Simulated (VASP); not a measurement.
These are PBE GGA, VASP's PBE PAW potentials (set 64) (plane waves; VASP) values and carry that method's errors.

A VASP calculation is set up with these files.

File KPOINTS:
```
kpoints
0
gamma
  5 5 4
0 0 0
```

**POSCAR**
```
SiO2
1.0
  2.5027832074  -4.3349477969   0.0000000000
  2.5027832074   4.3349477969   0.0000000000
  0.0000000000   0.0000000000   5.4933253343
Si O
3 6
Direct
  0.0000000000   0.4746037209   0.3333330000
  0.5253962791   0.5253962791   0.0000000000
  0.4746037209   0.0000000000   0.6666670000
  0.2594383838   0.4142423956   0.2084176593
  0.5857576044   0.8451959882   0.8750846593
  0.7405616162   0.1548040118   0.4582483407
  0.8451959882   0.5857576044   0.1249153407
  0.4142423956   0.2594383838   0.7915823407
  0.1548040118   0.7405616162   0.5417516593
```

INCAR:
```
! general
SYSTEM = SiO2
PREC   = Accurate
ENCUT  = 480
LREAL  = .False.
LASPH  = .True.

! electronic loop
EDIFF  = 1E-6
NELM   = 100
ALGO   = Normal

! smearing
ISMEAR = 0
SIGMA  = 0.05

! functional
GGA    = PE

! ions
IBRION = 2
NSW    = 60
ISIF   = 3
EDIFFG = -0.02

! output
LWAVE  = .False.
LCHARG = .False.
```

POTCAR, in this order: Si O (PBE.64 set). Program: vasp_std.

Output

### OUTCAR
```
 ion  position               nearest neighbor table
   1  0.000  0.475  0.333-   6 1.63   4 1.63   7 1.63   9 1.63   2 3.11   2 3.11   3 3.11   3 3.11
  LATTYP: Found a hexagonal cell.
 ALAT       =     5.0055665199
 C/A-ratio  =     1.0974432789
 Subroutine PRICEL returns:
 Original cell was already a primitive cell.
 Subroutine GETGRP returns: Found  6 space group operations
The static configuration has the point symmetry C_2 .
 The point group associated with its full space group is D_3 .
The dynamic configuration has the point symmetry C_2 .
 Subroutine INISYM returns: Found  6 space group operations
 Subroutine IBZKPT returns following result:
 Found     17 irreducible k-points:

 Following reciprocal coordinates:
            Coordinates               Weight
  0.000000  0.000000  0.000000      1.000000
  0.200000  0.000000  0.000000      6.000000
  0.400000 -0.000000  0.000000      6.000000
  0.200000  0.200000  0.000000      6.000000
  0.400000  0.200000  0.000000      6.000000
  0.000000  0.000000  0.250000      2.000000
  0.200000  0.000000  0.250000      6.000000
  0.000000  0.200000  0.250000      6.000000
  0.400000 -0.000000  0.250000      6.000000
 -0.000000  0.400000  0.250000      6.000000
  0.200000  0.200000  0.250000     12.000000
  0.400000  0.200000  0.250000     12.000000
  0.000000  0.000000  0.500000      1.000000
  0.200000  0.000000  0.500000      6.000000
  0.400000 -0.000000  0.500000      6.000000
  0.200000  0.200000  0.500000      6.000000
  0.400000  0.200000  0.500000      6.000000
   k-points           NKPTS =     17   k-points in BZ     NKDIM =     17   number of bands    NBANDS=     29
   number of dos      NEDOS =    301   number of ions     NIONS =      9
   total plane-waves  NPLWV =  51840
   dimension x,y,z NGX =    36 NGY =   36 NGZ =   40
   dimension x,y,z NGXF=    72 NGYF=   72 NGZF=   80
   ions per type =               3   6
   PREC   = accura    normal or accurate (medium, high low for compatibility)
   ISTART =      0    job   : 0-new  1-cont  2-samecut
   ICHARG =      2    charge: 1-file 2-atom 10-const
   ISPIN  =      1    spin polarized calculation?
   LNONCOLLINEAR =      F non collinear calculations
   LSORBIT =      F    spin-orbit coupling
   INIWAV =      1    electr: 0-lowe 1-rand  2-diag
   ENCUT  =  480.0 eV  35.28 Ry    5.94 a.u.   8.94  8.94  9.81*2*pi/ulx,y,z
   NELM   =    100;   NELMIN=  2; NELMDL= -5     # of ELM steps
   EDIFF  = 0.1E-05   stopping-criterion for ELM
   LREAL  =      F    real-space projection
   NLSPLINE    = F    spline interpolate recip. space projectors
   LMAXMIX     =    2 max onsite mixed and CHGCAR
   VOSKOWN=      0    Vosko Wilk Nusair interpolation
   EDIFFG = -.2E-01   stopping-criterion for IOM
   NSW    =     60    number of steps for IOM
   NBLOCK =      1;   KBLOCK =     60    inner block; outer block
   IBRION =      2    ionic relax: 0-MD 1-quasi-New 2-CG
   NFREE  =      1    steps in history (QN), initial steepest desc. (CG)
   ISIF   =      3    stress and relaxation
   ISYM   =      2    0-nonsym 1-usesym 2-fastsym
   TEIN   =    0.0    initial temperature
   TEBEG  =    0.0;   TEEND  =   0.0 temperature during run
   SMASS  =  -3.00    Nose mass-parameter (am)
   PSTRESS=    0.0 pullay stress
   NELECT =      48.0000    total number of electrons
   EFERMI =   0.00;   METHOD = LEGACY
   ISMEAR =     0;   SIGMA  =   0.05  broadening in eV -4-tet -1-fermi 0-gaus
   IALGO  =     38    algorithm
   LDIAG  =      T    sub-space diagonalisation (order eigenvalues)
   IMIX   =      4    mixing-type and parameters
     AMIX     =   0.40;   BMIX     =  1.00
     AMIX_MAG =   1.60;   BMIX_MAG =  1.00
     AMIN     =   0.10
   GGA     = PE    functional components
...
```

File OSZICAR:
```
       N       E                     dE             d eps       ncg     rms          rms(c)
DAV:   1     0.303342513746E+03    0.30334E+03   -0.24549E+04   986   0.143E+03
DAV:   2    -0.596992631679E+02   -0.36304E+03   -0.35266E+03  1313   0.331E+02
DAV:   3    -0.802505724467E+02   -0.20551E+02   -0.20489E+02  1156   0.893E+01
DAV:   4    -0.805333385552E+02   -0.28277E+00   -0.28228E+00  1180   0.114E+01
DAV:   5    -0.805388740459E+02   -0.55355E-02   -0.55337E-02  1126   0.156E+00    0.248E+01
DAV:   6    -0.710947905546E+02    0.94441E+01   -0.43007E+01  1126   0.365E+01    0.114E+01
DAV:   7    -0.711260331725E+02   -0.31243E-01   -0.99346E-01  1221   0.550E+00    0.438E+00
DAV:   8    -0.711330020958E+02   -0.69689E-02   -0.47505E-02  1141   0.183E+00    0.155E+00
DAV:   9    -0.711456468733E+02   -0.12645E-01   -0.21799E-02  1121   0.123E+00    0.350E-01
DAV:  10    -0.711473619471E+02   -0.17151E-02   -0.43134E-03  1146   0.385E-01    0.105E-01
DAV:  11    -0.711472284240E+02    0.13352E-03   -0.14051E-03  1156   0.225E-01    0.169E-02
DAV:  12    -0.711472355002E+02   -0.70762E-05   -0.33632E-05  1146   0.377E-02    0.147E-02
DAV:  13    -0.711472375409E+02   -0.20407E-05   -0.14148E-05  1146   0.219E-02    0.308E-03
DAV:  14    -0.711472380223E+02   -0.48133E-06   -0.44706E-07   743   0.445E-03
   1 F= -.71147238E+02 E0= -.71147238E+02  d E =-.711472E+02
```

File OUTCAR:
```
------------------------ aborting loop because EDIFF is reached ----------------------------------------
  FORCE on cell =-STRESS in cart. coord.  units (eV):
  Direction    XX          YY          ZZ          XY          YZ          ZX
  --------------------------------------------------------------------------------------
  Total        0.1148706      0.1148706      0.1310229      0.0000000      0.0000000      0.0000000
  in kB        1.5439997      1.5439997      1.7611061      0.0000000      0.0000000      0.0000000
  external PRESSURE =       1.6163685 kB  Pullay stress =       0.0000000 kB
  volume of cell :      119.20
      direct lattice vectors                 reciprocal lattice vectors
     2.502783207 -4.334947797  0.000000000     0.199777591 -0.115341643  0.000000000
     2.502783207  4.334947797  0.000000000     0.199777591  0.115341643  0.000000000
     0.000000000  0.000000000  5.493325334     0.000000000  0.000000000  0.182039100
 POSITION                                       TOTAL-FORCE (eV/Angst)
 -----------------------------------------------------------------------------------
      1.18783      2.05738      1.83111        -0.000517     -0.000895      0.000000
      2.62991      0.00000      0.00000         0.001033     -0.000000      0.000000
      1.18783     -2.05738      3.66222        -0.000517      0.000895      0.000000
      1.68608      0.67107      1.14491         0.001628     -0.007489     -0.012998
      3.58137      1.12465      4.80712         0.005672      0.005154     -0.012998
      2.24091     -2.53923      2.51731        -0.007299     -0.002335      0.012998
      3.58137     -1.12465      0.68620         0.005672     -0.005154      0.012998
      1.68608     -0.67107      4.34842         0.001628      0.007489      0.012998
      2.24091      2.53923      2.97602        -0.007299      0.002335     -0.012998
 -----------------------------------------------------------------------------------
    total drift:                               -0.001455      0.000955      0.000001
  FREE ENERGIE OF THE ION-ELECTRON SYSTEM (eV)
  ---------------------------------------------------
  free  energy   TOTEN  =       -71.1472380223 eV

  energy  without entropy=      -71.1472380223  energy(sigma->0) =      -71.14723802

 reached required accuracy - stopping structural energy minimisation
```
(Selected blocks of OUTCAR.)

The compound is SiO2 in the quartz structure. It was relaxed first, which changed the volume by +5 %. The start is the result of an earlier pass.
